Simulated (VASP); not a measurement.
Output of a VASP run:

OUTCAR:
```
 ion  position               nearest neighbor table
   1  0.500  0.000  0.000-  33 2.36  47 2.36  55 2.36  63 2.36
   2  0.750  0.250  0.000-  33 2.36  34 2.36  45 2.36  56 2.36
   3  0.750  0.000  0.250-  33 2.36  35 2.36  39 2.36  50 2.36
   4  0.000  0.000  0.000-  36 2.36  39 2.36  45 2.36  64 2.36
   5  0.250  0.250  0.000-  37 2.36  36 2.36  55 2.36  61 2.36
   6  0.500  0.500  0.000-  37 2.32  38 2.36  56 2.36  62 2.36
   7  0.750  0.750  0.000-  38 2.36  39 2.36  57 2.36  63 2.36
   8  0.250  0.000  0.250-  36 2.36  47 2.36  58 2.36  40 2.38
   9  0.502  0.255  0.251-  41 2.27  37 2.36  40 2.36  33 2.38
  10  0.750  0.500  0.250-  34 2.36  38 2.36  42 2.36  41 2.42
  11  0.500  0.000  0.500-  40 2.35  43 2.36  50 2.36  60 2.36
  12  0.750  0.250  0.500-  41 2.36  35 2.36  43 2.36  44 2.36
  13  0.750  0.000  0.750-  43 2.36  45 2.36  54 2.36  63 2.36
  14  0.000  0.500  0.000-  34 2.36  46 2.36  57 2.36  61 2.36
  15  0.250  0.750  0.000-  46 2.36  47 2.36  62 2.36  64 2.36
  16  0.000  0.250  0.250-  34 2.36  35 2.36  36 2.36  48 2.36
  17  0.250  0.500  0.251-  49 2.30  48 2.35  46 2.36  37 2.40
  18  0.500  0.750  0.250-  38 2.36  47 2.36  50 2.36  49 2.39
  19  0.000  0.000  0.500-  35 2.36  51 2.36  54 2.36  58 2.36
  20  0.246  0.246  0.498-  51 2.32  48 2.34  40 2.37  52 2.40
  21  0.498  0.500  0.496-  41 2.34  49 2.35  52 2.36  53 2.39
  22  0.750  0.750  0.500-  42 2.36  50 2.36  53 2.36  54 2.36
  23  0.250  0.000  0.750-  51 2.36  55 2.36  60 2.36  64 2.36
  24  0.500  0.250  0.750-  52 2.33  43 2.36  55 2.36  56 2.36
  25  0.750  0.500  0.750-  44 2.36  53 2.36  56 2.36  57 2.36
  26  0.000  0.750  0.250-  39 2.36  42 2.36  46 2.36  58 2.36
  27  0.000  0.500  0.500-  42 2.36  44 2.36  59 2.36  48 2.36
  28  0.250  0.750  0.500-  58 2.36  59 2.36  60 2.36  49 2.36
  29  0.000  0.250  0.750-  44 2.36  45 2.36  51 2.36  61 2.36
  30  0.250  0.500  0.750-  59 2.36  61 2.36  62 2.36  52 2.43
  31  0.500  0.750  0.750-  53 2.36  60 2.36  62 2.36  63 2.36
  32  0.000  0.750  0.750-  54 2.36  57 2.36  59 2.36  64 2.36
  33  0.625  0.125  0.125-   1 2.36   2 2.36   3 2.36   9 2.38
  34  0.875  0.375  0.125-   2 2.36  10 2.36  14 2.36  16 2.36
  35  0.875  0.125  0.375-   3 2.36  12 2.36  16 2.36  19 2.36
  36  0.125  0.125  0.125-   4 2.36   5 2.36   8 2.36  16 2.36
  37  0.378  0.375  0.122-   6 2.32   9 2.36   5 2.36  17 2.40
  38  0.625  0.625  0.125-   6 2.36   7 2.36  10 2.36  18 2.36
  39  0.875  0.875  0.125-   3 2.36   4 2.36   7 2.36  26 2.36
  40  0.378  0.126  0.375-  11 2.35   9 2.36  20 2.37   8 2.38
  41  0.621  0.372  0.376-   9 2.27  21 2.34  12 2.36  10 2.42
  42  0.875  0.625  0.375-  10 2.36  22 2.36  26 2.36  27 2.36
  43  0.625  0.125  0.625-  11 2.36  12 2.36  13 2.36  24 2.36
  44  0.875  0.375  0.625-  12 2.36  25 2.36  27 2.36  29 2.36
  45  0.875  0.125  0.875-   2 2.36   4 2.36  13 2.36  29 2.36
  46  0.125  0.625  0.125-  17 2.36  15 2.36  14 2.36  26 2.36
  47  0.375  0.875  0.125-   1 2.36   8 2.36  15 2.36  18 2.36
  48  0.126  0.375  0.375-  20 2.34  17 2.35  27 2.36  16 2.36
  49  0.371  0.622  0.373-  17 2.30  21 2.35  28 2.36  18 2.39
  50  0.625  0.875  0.375-   3 2.36  11 2.36  18 2.36  22 2.36
  51  0.125  0.125  0.625-  20 2.32  19 2.36  23 2.36  29 2.36
  52  0.378  0.370  0.622-  24 2.33  21 2.36  20 2.40  30 2.43
  53  0.625  0.625  0.625-  22 2.36  25 2.36  31 2.36  21 2.39
  54  0.875  0.875  0.625-  13 2.36  19 2.36  22 2.36  32 2.36
  55  0.375  0.125  0.875-   1 2.36   5 2.36  23 2.36  24 2.36
  56  0.625  0.375  0.875-   2 2.36   6 2.36  24 2.36  25 2.36
  57  0.875  0.625  0.875-   7 2.36  14 2.36  25 2.36  32 2.36
  58  0.125  0.875  0.375-   8 2.36  19 2.36  26 2.36  28 2.36
  59  0.125  0.625  0.625-  27 2.36  28 2.36  30 2.36  32 2.36
  60  0.375  0.875  0.625-  11 2.36  23 2.36  28 2.36  31 2.36
  61  0.125  0.375  0.875-   5 2.36  14 2.36  29 2.36  30 2.36
  62  0.375  0.625  0.875-   6 2.36  15 2.36  30 2.36  31 2.36
  63  0.625  0.875  0.875-   1 2.36   7 2.36  13 2.36  31 2.36
  64  0.125  0.875  0.875-   4 2.36  15 2.36  23 2.36  32 2.36
  65  0.373  0.373  0.377-
 Subroutine IBZKPT returns following result:
 Found      1 irreducible k-points:

 Following reciprocal coordinates:
            Coordinates               Weight
  0.000000  0.000000  0.000000      1.000000
   k-points           NKPTS =      1   k-points in BZ     NKDIM =      1   number of bands    NBANDS=    346
   number of dos      NEDOS =    301   number of ions     NIONS =     65
   total plane-waves  NPLWV = 157464
   dimension x,y,z NGX =    54 NGY =   54 NGZ =   54
   dimension x,y,z NGXF=   108 NGYF=  108 NGZF=  108
   ions per type =              32  32   1
   PREC   = normal    normal or accurate (medium, high low for compatibility)
   ISTART =      0    job   : 0-new  1-cont  2-samecut
...
```

**OSZICAR**
```
...
RMM:   6    -0.216066968990E+03   -0.89375E-04   -0.15410E-03   712   0.787E-02    0.989E-02
RMM:   7    -0.216066850879E+03    0.11811E-03   -0.40046E-04   697   0.419E-02    0.470E-02
RMM:   8    -0.216066854315E+03   -0.34365E-05   -0.63444E-04   712   0.376E-02    0.250E-02
RMM:   9    -0.216066841152E+03    0.13163E-04   -0.11629E-04   671   0.244E-02    0.136E-02
RMM:  10    -0.216066842516E+03   -0.13632E-05   -0.24871E-05   411   0.118E-02
   6 F= -.21606684E+03 E0= -.21606684E+03  d E =-.766999E-01
       N       E                     dE             d eps       ncg     rms          rms(c)
DAV:   1    -0.216065308010E+03    0.15331E-02   -0.95484E+00   768   0.531E+00    0.627E-01
RMM:   2    -0.216070865654E+03   -0.55576E-02   -0.63613E-02   692   0.519E-01    0.211E-01
RMM:   3    -0.216071896563E+03   -0.10309E-02   -0.11324E-02   699   0.211E-01    0.178E-01
RMM:   4    -0.216071937261E+03   -0.40698E-04   -0.19390E-03   709   0.108E-01    0.139E-01
RMM:   5    -0.216071883324E+03    0.53937E-04   -0.72831E-04   692   0.579E-02    0.348E-02
RMM:   6    -0.216071896811E+03   -0.13487E-04   -0.16163E-04   710   0.255E-02    0.303E-02
RMM:   7    -0.216071884102E+03    0.12709E-04   -0.71565E-05   613   0.161E-02    0.111E-02
RMM:   8    -0.216071886525E+03   -0.24231E-05   -0.27061E-05   445   0.979E-03
   7 F= -.21607189E+03 E0= -.21607189E+03  d E =-.817439E-01
       N       E                     dE             d eps       ncg     rms          rms(c)
DAV:   1    -0.216073978037E+03   -0.20939E-02   -0.98061E+00   728   0.557E+00    0.892E-01
RMM:   2    -0.216082776804E+03   -0.87988E-02   -0.10708E-01   692   0.633E-01    0.245E-01
RMM:   3    -0.216084440868E+03   -0.16641E-02   -0.19585E-02   699   0.263E-01    0.241E-01
RMM:   4    -0.216084467832E+03   -0.26964E-04   -0.31468E-03   708   0.132E-01    0.185E-01
RMM:   5    -0.216084362478E+03    0.10535E-03   -0.13527E-03   692   0.753E-02    0.517E-02
RMM:   6    -0.216084383872E+03   -0.21394E-04   -0.29150E-04   709   0.337E-02    0.482E-02
RMM:   7    -0.216084360189E+03    0.23683E-04   -0.94113E-05   660   0.186E-02    0.226E-02
RMM:   8    -0.216084360693E+03   -0.50393E-06   -0.64398E-05   557   0.132E-02
   8 F= -.21608436E+03 E0= -.21608436E+03  d E =-.124742E-01
       N       E                     dE             d eps       ncg     rms          rms(c)
DAV:   1    -0.216084421380E+03   -0.61192E-04   -0.30863E-01   776   0.988E-01    0.157E-01
RMM:   2    -0.216084702784E+03   -0.28140E-03   -0.33654E-03   692   0.112E-01    0.437E-02
RMM:   3    -0.216084754148E+03   -0.51364E-04   -0.60703E-04   699   0.467E-02    0.434E-02
RMM:   4    -0.216084754537E+03   -0.38885E-06   -0.97899E-05   658   0.233E-02
   9 F= -.21608475E+03 E0= -.21608475E+03  d E =-.128680E-01
       N       E                     dE             d eps       ncg     rms          rms(c)
DAV:   1    -0.216084725068E+03    0.29080E-04   -0.11425E+00   712   0.187E+00    0.384E-01
RMM:   2    -0.216086308696E+03   -0.15836E-02   -0.18710E-02   692   0.258E-01    0.100E-01
RMM:   3    -0.216086586575E+03   -0.27788E-03   -0.33965E-03   697   0.110E-01    0.916E-02
RMM:   4    -0.216086604405E+03   -0.17830E-04   -0.63396E-04   718   0.576E-02    0.738E-02
RMM:   5    -0.216086582851E+03    0.21554E-04   -0.19560E-04   691   0.313E-02    0.187E-02
RMM:   6    -0.216086589412E+03   -0.65607E-05   -0.61263E-05   563   0.141E-02
  10 F= -.21608659E+03 E0= -.21608659E+03  d E =-.183487E-02
```

File OUTCAR:
```
------------------------ aborting loop because EDIFF is reached ----------------------------------------
  FORCE on cell =-STRESS in cart. coord.  units (eV):
  Direction    XX          YY          ZZ          XY          YZ          ZX
  --------------------------------------------------------------------------------------
  Total       10.7345970     10.7257334     10.7364561      0.0307476      0.0341356      0.0458072
  in kB       13.3076726     13.2966845     13.3099774      0.0381177      0.0423179      0.0567871
  external PRESSURE =      13.3047782 kB  Pullay stress =       0.0000000 kB
  volume of cell :     1292.39
      direct lattice vectors                 reciprocal lattice vectors
    10.892596236  0.000000000  0.000000000     0.091805478  0.000000000  0.000000000
     0.000000000 10.892596236  0.000000000     0.000000000  0.091805478  0.000000000
     0.000000000  0.000000000 10.892596236     0.000000000  0.000000000  0.091805478
  FREE ENERGIE OF THE ION-ELECTRON SYSTEM (eV)
  ---------------------------------------------------
  free  energy   TOTEN  =      -216.0865894119 eV

  energy  without entropy=     -216.0865894119  energy(sigma->0) =     -216.08658941

 reached required accuracy - stopping structural energy minimisation
```
(Selected blocks of OUTCAR.)

**POSCAR**
```
Zn32HS32
1
   10.8925962364     0.0000000000     0.0000000000
    0.0000000000    10.8925962364    -0.0000000000
   -0.0000000000    -0.0000000000    10.8925962364
Zn S H
32 32 1
Direct
  0.5000000000   0.0000000000   0.0000000000
  0.7500000000   0.2500000000   0.0000000000
  0.7500000000   0.0000000000   0.2500000000
  0.0000000000   0.0000000000   0.0000000000
  0.2500000000   0.2500000000   0.0000000000
  0.5000000000   0.5000000000   0.0000000000
  0.7500000000   0.7500000000   0.0000000000
  0.2500000000   0.0000000000   0.2500000000
  0.5018710000   0.2545450000   0.2512640000
  0.7500000000   0.5000000000   0.2500000000
  0.5000000000   0.0000000000   0.5000000000
  0.7500000000   0.2500000000   0.5000000000
  0.7500000000   0.0000000000   0.7500000000
  0.0000000000   0.5000000000   0.0000000000
  0.2500000000   0.7500000000   0.0000000000
  0.0000000000   0.2500000000   0.2500000000
  0.2496250000   0.5004040000   0.2507070000
  0.5000000000   0.7500000000   0.2500000000
  0.0000000000   0.0000000000   0.5000000000
  0.2455880000   0.2464090000   0.4976460000
  0.4980670000   0.5003680000   0.4964340000
  0.7500000000   0.7500000000   0.5000000000
  0.2500000000   0.0000000000   0.7500000000
  0.5000000000   0.2500000000   0.7500000000
  0.7500000000   0.5000000000   0.7500000000
  0.0000000000   0.7500000000   0.2500000000
  0.0000000000   0.5000000000   0.5000000000
  0.2500000000   0.7500000000   0.5000000000
  0.0000000000   0.2500000000   0.7500000000
  0.2500000000   0.5000000000   0.7500000000
  0.5000000000   0.7500000000   0.7500000000
  0.0000000000   0.7500000000   0.7500000000
  0.6250000000   0.1250000000   0.1250000000
  0.8750000000   0.3750000000   0.1250000000
  0.8750000000   0.1250000000   0.3750000000
  0.1250000000   0.1250000000   0.1250000000
  0.3775250000   0.3754510000   0.1218420000
  0.6250000000   0.6250000000   0.1250000000
  0.8750000000   0.8750000000   0.1250000000
  0.3781460000   0.1259750000   0.3745870000
  0.6205480000   0.3716690000   0.3763430000
  0.8750000000   0.6250000000   0.3750000000
  0.6250000000   0.1250000000   0.6250000000
  0.8750000000   0.3750000000   0.6250000000
  0.8750000000   0.1250000000   0.8750000000
  0.1250000000   0.6250000000   0.1250000000
  0.3750000000   0.8750000000   0.1250000000
  0.1256220000   0.3750990000   0.3750620000
  0.3707050000   0.6222130000   0.3728090000
  0.6250000000   0.8750000000   0.3750000000
  0.1250000000   0.1250000000   0.6250000000
  0.3782770000   0.3704770000   0.6215310000
  0.6250000000   0.6250000000   0.6250000000
  0.8750000000   0.8750000000   0.6250000000
  0.3750000000   0.1250000000   0.8750000000
  0.6250000000   0.3750000000   0.8750000000
  0.8750000000   0.6250000000   0.8750000000
  0.1250000000   0.8750000000   0.3750000000
  0.1250000000   0.6250000000   0.6250000000
  0.3750000000   0.8750000000   0.6250000000
  0.1250000000   0.3750000000   0.8750000000
  0.3750000000   0.6250000000   0.8750000000
  0.6250000000   0.8750000000   0.8750000000
  0.1250000000   0.8750000000   0.8750000000
  0.3729870000   0.3733330000   0.3774620000
```

Task: Write an INCAR and KPOINTS that could have produced this output.

Result: One answer among several that fit: the input of the run itself, PBE GGA, plane waves, VASP's PBE PAW potentials (set 64).

### INCAR
```
! general
SYSTEM  = Zn32HS32
PREC    = Normal
ENCUT   = 400
LREAL   = Auto
LASPH   = .True.
ISYM    = 0
NELECT  = 578.0

! electronic loop
EDIFF   = 1E-5
NELM    = 100
NELMIN  = 4
ALGO    = Fast
LMAXMIX = 4

! smearing
ISMEAR  = 0
SIGMA   = 0.05

! functional
GGA     = PE

! ions
IBRION  = 2
NSW     = 60
ISIF    = 2
EDIFFG  = -0.03

! output
LWAVE   = .False.
LCHARG  = .False.
```

### KPOINTS
```
kpoints
0
Gamma
1 1 1
0 0 0
```

POTCAR, in this order: Zn S H (PBE.64 set). Program: vasp_gam.

The cell is charged, with a uniform compensating background. The supercell is sampled at Γ alone, which is coarse: total energies, pressure and levels can be off, energies of defects by several tenths of an eV.

The cell is a supercell with a defect, built from ZnS (zinc blende): H_i, charge -1. The run is not spin-polarised, so no state with unpaired spins was tried.
